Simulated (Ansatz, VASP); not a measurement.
This is a calculation of ZnPb2N2 for Ansatz 0.2.0. Atoms were shifted at random by some hundredths of an Å from the given cell, which wasn't relaxed again for these runs. The cell comes from a database or a generator and needn't be the stable form of this composition.

The input input.yaml:

```yaml
crystal:
  lattice:
    - [3.6736464919, 0.0, 0.0]
    - [-1.836823246, 3.1814711865, 0.0]
    - [0.0, 0.0, 9.2671568129]
  atoms:
    - { symbol: Pb, position: [0.328356, 0.650632, 0.815348] }
    - { symbol: Pb, position: [0.670808, 0.351462, 0.188242] }
    - { symbol: Zn, position: [-0.018144, -0.008308, 0.49785] }
    - { symbol: "N", position: [-0.008673, -0.005245, 0.303971] }
    - { symbol: "N", position: [0.009648, 0.005778, 0.691063] }
hamiltonian:
  xc: pbe
  pseudopotentials: { kind: paw }
kpoints:
  mp_grid: { grid: [8, 8, 3] }
scf:
  occupations: { method: fermi_dirac, width: 0.05 }
output:
  forces: true
  stress: true
  eigenvalues: true
```

Potentials or basis: Ansatz PAW.

The run is started by

```console
$ ansatz run input.yaml --threads 2 --pin off --max-ram 5120MiB --backend cpu --events-out ev --progress --plain --runs-dir out
```

Question: Set up the same calculation for VASP 6.6.1. Potentials or basis there: PBE PAW files N, Pb_d, Zn, 520 eV.

Answer: As run (cutoffs and basis follow the program's own potentials, and thresholds, step limits or extra output files can differ):

INCAR

```
  ALGO = Normal
  EDIFF = 1E-7
  ENCUT = 520
  GGA = PE
  ISIF = 2
  ISMEAR = -1
  LASPH = T
  LCHARG = T
  LELF = T
  LREAL = F
  LVHAR = T
  LWAVE = F
  NBANDS = 33
  NELM = 100
  PREC = Accurate
  SIGMA = 0.05
```

File KPOINTS:

```
k-points
0
Gamma
  8 8 3
```

File POSCAR:

```
ZnPb2N2
1.0
    3.6736464919      0.0000000000      0.0000000000
   -1.8368232460      3.1814711865      0.0000000000
    0.0000000000      0.0000000000      9.2671568129
Pb Zn N
2 1 2
Direct
    0.3283560000      0.6506320000      0.8153480000
    0.6708080000      0.3514620000      0.1882420000
   -0.0181440000     -0.0083080000      0.4978500000
   -0.0086730000     -0.0052450000      0.3039710000
    0.0096480000      0.0057780000      0.6910630000
```

Potentials or basis: VASP PAW PBE potentials, release 64 (Pb_d, Zn, N).

The run is started by

```sh
$ cat potpaw_PBE.64/Pb_d/POTCAR potpaw_PBE.64/Zn/POTCAR potpaw_PBE.64/N/POTCAR > POTCAR
$ mpirun -np 1 vasp_std > vasp.out
```

Both were run:

|  | Ansatz | VASP |
| --- | --- | --- |
| Pressure | 0.1 GPa | 0.4 GPa |
| Largest force | 1.270 eV/Å | 1.389 eV/Å |

Ansatz's pressure holds a Pulay term of +0.20 GPa for its cutoff of 420 eV, which the other run lacks.

Where Ansatz's input types no cutoff or centring, it takes its own default and a Γ-centred mesh.

Pressure is positive in compression.
